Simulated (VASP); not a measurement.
# How biaxial strain in the (001) plane changes Al

Wanted: the elastic response of Al to biaxial strain in the (001) plane, with a fit that predicts a row left out.

Calculated with VASP 6.6.1; r2SCAN; plane waves and PAW (Al), in the first sound run; inputs show where later runs differ.

This is a report of a sequence of runs, with most program output left out.

## (1) Set-up

It takes space group Fm-3m (No. 225, cubic). Conventional cell: a = 4.050 Å, b = 4.050 Å, c = 4.050 Å, α = 90.00°, β = 90.00°, γ = 90.00°. Al has 12 Al at 2.86 Å nearest.

## (2) Relax the crystal, r2SCAN

The series starts from the cell that this level prefers, so that zero strain is near zero stress.

This step took 2 runs in a row; the last is shown.

Level: r2SCAN; plane waves and PAW (Al).

Input file INCAR:

```
SYSTEM = Al
PREC = Accurate
ENCUT = 450
EDIFF = 1E-07
NELM = 120
ISMEAR = 1
SIGMA = 0.15
LREAL = .FALSE.
ALGO = Normal
METAGGA = R2SCAN
LASPH = .TRUE.
NBANDS = 7
LORBIT = 11
LWAVE = .FALSE.
LCHARG = .FALSE.
KPAR = 8
IBRION = 2
NSW = 40
ISIF = 3
EDIFFG = -0.005
POTIM = 0.4
```

Input file POSCAR:

```
Al
1.0
    0.0000000000      1.9938882955      1.9938882955
    1.9938882955      0.0000000000      1.9938882955
    1.9938882955      1.9938882955      0.0000000000
Al
1
Direct
    0.0000000000      0.0000000000      0.0000000000
```

Input file KPOINTS:

```
Automatic mesh
0
Gamma
25 25 25
0 0 0
```

The projector-augmented-wave data sets are Al (PBE family, release 64).

On the command line:

```bash
$ mpirun -np 8 vasp_std
```

Wall time 10 s (8 MPI ranks of Intel Xeon 6975P-C (Granite Rapids), shared host); peak memory 1.1 GiB; 76 s of CPU time.

This run gave:

| Quantity | Value |
| --- | --- |
| energy(sigma→0) of the program | -6.7386 eV |
| stress, compression positive | xx, yy, zz 0.04, 0.04, 0.04 GPa |
| volume | 15.854 Å³ |
| ionic steps | 1 |

## (3) Strain along the normal, r2SCAN

One member in full: the plane is strained by 1.5 %, and the strain along the normal is moved by secant steps until the normal stress is under 0.012 GPa or five steps are spent; the atoms relax at each step.

This step took 3 runs, each at a new trial strain with the atoms of the one before; the last is shown.

Level: r2SCAN; plane waves and PAW (Al).

INCAR: that of step 2 with these lines changed.

```diff
@@ -15,7 +15,7 @@
 LCHARG = .FALSE.
-KPAR = 8
-IBRION = 2
-NSW = 40
-ISIF = 3
-EDIFFG = -0.005
-POTIM = 0.4
+KPAR = 2
+IBRION = 1
+NSW = 25
+ISIF = 2
+EDIFFG = -0.004
+POTIM = 0.3
```

Input file POSCAR:

```
Al
1.0
    0.0000000000      2.0237966200      1.9681519950
    2.0237966200      0.0000000000      1.9681519950
    2.0237966200      2.0237966200      0.0000000000
Al
1
Direct
    0.0000000000      0.0000000000      0.0000000000
```

KPOINTS is that of step 2.

On the command line:

```bash
$ mpirun -np 2 vasp_std
```

The job ended after 72 s (2 MPI ranks; peak memory 0.39 GiB).

Numbers from this step:

```
energy(sigma→0) of the program : -6.7357 eV
stress, compression positive   : xx, yy, zz -2.07, -2.07, 0.01 GPa
ionic steps                    : 1
```

## (4) All members

The other members went through these steps as far as the tables show, with the same cutoff and, step by step, the same mesh; 27 runs are not shown. The session took 1.2 core hours (wall time by ranks) on a shared machine.

| in-plane strain (%) | strain along the normal (%) | in-plane stress, tension positive (GPa) | energy above the unstrained row, extrapolated to no smearing (meV/atom) |
| --- | --- | --- | --- |
| -2.000 | 1.866 | -3.472 | 6.103 |
| -1.500 | 1.461 | -2.443 | 3.207 |
| -1.000 | 1.056 | -1.475 | 1.329 |
| -0.500 | 0.564 | -0.689 | 0.302 |
| 0 | 0.030 | -0.015 | 0.000 |
| 0.500 | -0.492 | ? | ? |
| 1.000 | -0.862 | 1.389 | 1.168 |
| 1.500 | -1.291 | 2.065 | 2.891 |
| 2.000 | -1.737 | 2.671 | 5.296 |

## (5) A fit to the known rows

A least-squares parabola through the 8 rows shown, with e the strain in %: stress = − 0.1109 e² + 1.510 e + 0.05274 (GPa), r.m.s. residual 0.055 GPa.

At e = 0.5 this predicts 0.780 GPa.

## (6) Checking the prediction

The calculation gives 0.609 GPa, so the prediction is 0.171 GPa too high, more than twice the residual of the fit.

Slopes at zero strain, from cubics through all rows: strain ratio -0.983, stress over strain 139 GPa (the cubic misses the stress by 0.04 GPa r.m.s., so this slope is good to some per cent only).

## (7) Summary of results

```yaml
error_of_the_predicted_stress: 0.171 GPa
ratio_of_normal_to_in_plane_strain: -0.983
biaxial_modulus: 139 GPa
```

As a check, the curvature of the energy gives 128 GPa for the same modulus (energy per volume = M × strain²), 8 % from the slope of the stress; these energies are extrapolated to no smearing, while the stress belongs to the free energy, so part of the difference may come from that. These are static values: temperature and zero-point motion are left out. In a metal the slopes also depend on mesh and smearing, which were held through the series.

[Lines on the potential files, build, host, timing and source positions are cut from VASP's logs without a mark.]

[Logs are printed without paths, hosts, clocks, repeated set-up lines and the standing remarks that a program may print on its own settings, such as how far it seeks lower states.]

[Hosts, paths, dates, database ids (printed as entryN), source tags and the programs' standing remarks are cut or masked in the printed files.]

[In band tables of VASP the shares of atoms and orbitals are scaled to a sum of 1 inside the atoms' spheres.]
